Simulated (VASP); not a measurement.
Output of a VASP run:

OSZICAR:
```
...
   1 F= -.16804003E+02 E0= -.16804043E+02  d E =-.168040E+02
       N       E                     dE             d eps       ncg     rms          rms(c)
DAV:   1    -0.214516822578E+02   -0.27420E+01   -0.76423E+01  2544   0.138E+02    0.177E+01
DAV:   2    -0.186004055945E+02    0.28513E+01   -0.88226E+00  2716   0.545E+01    0.462E+00
DAV:   3    -0.182773801865E+02    0.32303E+00   -0.13997E+00  3072   0.103E+01    0.161E+00
DAV:   4    -0.182944645984E+02   -0.17084E-01   -0.53806E-01  2872   0.778E+00    0.123E+00
DAV:   5    -0.183365635726E+02   -0.42099E-01   -0.56550E-02  3032   0.318E+00    0.266E-01
DAV:   6    -0.183572278085E+02   -0.20664E-01   -0.54287E-02  3184   0.181E+00    0.521E-01
DAV:   7    -0.183586687587E+02   -0.14410E-02   -0.20346E-03  2628   0.490E-01    0.408E-01
DAV:   8    -0.183604769400E+02   -0.18082E-02   -0.62306E-03  2828   0.110E+00    0.505E-02
DAV:   9    -0.183605021928E+02   -0.25253E-04   -0.64463E-04  2928   0.240E-01    0.332E-02
DAV:  10    -0.183605278918E+02   -0.25699E-04   -0.44455E-05  2772   0.663E-02    0.154E-02
DAV:  11    -0.183605271666E+02    0.72521E-06   -0.56872E-06  2924   0.308E-02    0.621E-03
DAV:  12    -0.183605291919E+02   -0.20254E-05   -0.30048E-06  2580   0.180E-02    0.430E-03
DAV:  13    -0.183605292004E+02   -0.84672E-08   -0.64359E-07  3408   0.470E-03
   2 F= -.16707589E+02 E0= -.16707510E+02  d E =0.964148E-01
       N       E                     dE             d eps       ncg     rms          rms(c)
DAV:   1    -0.200631792995E+02   -0.17027E+01   -0.31581E+01  2540   0.980E+01    0.128E+01
DAV:   2    -0.189537702749E+02    0.11094E+01   -0.91581E+00  2864   0.457E+01    0.384E+00
DAV:   3    -0.186042043877E+02    0.34957E+00   -0.12765E+00  2868   0.135E+01    0.129E+00
DAV:   4    -0.186245718936E+02   -0.20368E-01   -0.29944E-01  2644   0.510E+00    0.737E-01
DAV:   5    -0.186523388464E+02   -0.27767E-01   -0.31684E-02  3408   0.132E+00    0.463E-01
DAV:   6    -0.186634569501E+02   -0.11118E-01   -0.22134E-02  3440   0.991E-01    0.203E-01
DAV:   7    -0.186642707183E+02   -0.81377E-03   -0.32962E-03  3148   0.431E-01    0.798E-02
DAV:   8    -0.186642225225E+02    0.48196E-04   -0.45940E-04  2976   0.184E-01    0.199E-02
DAV:   9    -0.186642180091E+02    0.45134E-05   -0.21107E-05  2608   0.548E-02    0.141E-02
DAV:  10    -0.186642179009E+02    0.10822E-06   -0.26194E-06  3680   0.107E-02    0.465E-03
DAV:  11    -0.186642192284E+02   -0.13275E-05   -0.47281E-06  3344   0.136E-02    0.234E-04
DAV:  12    -0.186642191623E+02    0.66075E-07   -0.48883E-07  2256   0.572E-03
   3 F= -.16857269E+02 E0= -.16857293E+02  d E =-.532655E-01
       N       E                     dE             d eps       ncg     rms          rms(c)
DAV:   1    -0.186623201006E+02    0.18991E-02   -0.57056E-03  2540   0.125E+00    0.162E-01
DAV:   2    -0.186621046655E+02    0.21544E-03   -0.11655E-03  2712   0.549E-01    0.451E-02
DAV:   3    -0.186620628219E+02    0.41844E-04   -0.17076E-04  2876   0.147E-01    0.181E-02
DAV:   4    -0.186620640121E+02   -0.11902E-05   -0.59137E-05  2720   0.787E-02    0.102E-02
DAV:   5    -0.186620693921E+02   -0.53800E-05   -0.66057E-06  2972   0.260E-02    0.301E-03
DAV:   6    -0.186620709770E+02   -0.15849E-05   -0.36496E-06  3424   0.104E-02    0.308E-03
DAV:   7    -0.186620713883E+02   -0.41132E-06   -0.70254E-07  2748   0.877E-03    0.173E-03
DAV:   8    -0.186620713516E+02    0.36656E-07   -0.13291E-07  2080   0.475E-03
   4 F= -.16857303E+02 E0= -.16857326E+02  d E =-.532996E-01
```

### OUTCAR
```
------------------------ aborting loop because EDIFF is reached ----------------------------------------
  FORCE on cell =-STRESS in cart. coord.  units (eV):
  Direction    XX          YY          ZZ          XY          YZ          ZX
  --------------------------------------------------------------------------------------
  Total        1.7981648      1.7981648      1.7981648     -0.0000000      0.0000000     -0.0000000
  in kB      149.4511679    149.4511679    149.4511679     -0.0000000      0.0000000     -0.0000000
  external PRESSURE =      -0.5488321 kB  Pullay stress =     150.0000000 kB
  volume of cell :       19.28
      direct lattice vectors                 reciprocal lattice vectors
    -0.000000000  2.128156642  2.128156642    -0.234945112  0.234945112  0.234945112
     2.128156642 -0.000000000  2.128156642     0.234945112 -0.234945112  0.234945112
     2.128156642  2.128156642  0.000000000     0.234945112  0.234945112 -0.234945112
 POSITION                                       TOTAL-FORCE (eV/Angst)
 -----------------------------------------------------------------------------------
      2.12816      2.12816      0.00000         0.000000      0.000000     -0.000000
      2.12816      2.12816      2.12816        -0.000000     -0.000000      0.000000
 -----------------------------------------------------------------------------------
    total drift:                                0.000000     -0.000000     -0.000000
  FREE ENERGIE OF THE ION-ELECTRON SYSTEM (eV)
  ---------------------------------------------------
  free  energy   TOTEN  =       -18.6620713516 eV

  energy  without entropy=      -18.6621406101  energy(sigma->0) =      -18.66209444
  enthalpy is  TOTEN    =       -16.8573030894 eV   P V=        1.8047682622

 reached required accuracy - stopping structural energy minimisation
```
(Selected blocks of OUTCAR.)

### POSCAR
```
TiC
1
   -0.0000000000     2.1671076643     2.1671076643
    2.1671076643     0.0000000000     2.1671076643
    2.1671076643     2.1671076643     0.0000000000
Ti C
1 1
Direct
  0.0000000000   0.0000000000   0.0000000000
  0.5000000000   0.5000000000   0.5000000000
```

**Question.** Reconstruct the remaining input files.

**Answer.** Several could match; the one computed here: the input of the run itself, PBE GGA, plane waves, VASP's PBE PAW potentials (set 64).

**KPOINTS**
```
Automatic mesh
0
Gamma
14 14 14
0 0 0
```

INCAR:
```
# general
SYSTEM =TiC
PREC   =Accurate
ENCUT  =600
LREAL  =F   # projection in real space or not
LASPH  =T   # aspherical one-centre terms

# electronic loop
EDIFF  =1E-7
NELM   =100   # most electronic steps
ALGO   =Normal   # blocked Davidson
LMAXMIX=4

# smearing
ISMEAR =1   # Methfessel-Paxton
SIGMA  =0.1   # width (eV)

# functional
GGA    =PE   # PBE

# ions
IBRION =2   # conjugate gradients
NSW    =40   # most ionic steps
ISIF   =3
EDIFFG =-0.01   # ionic stop
PSTRESS=150

# output
LWAVE  =F
LCHARG =F
```

POTCAR, in this order: Ti_sv C (PBE.64 set). Program: vasp_std.

Energy and stress use the plane-wave basis of the starting cell.

The compound is TiC in the rock salt structure. This run relaxes it under an external pressure of 15 GPa. Symmetry was kept, so distortions that lower it aren't found.
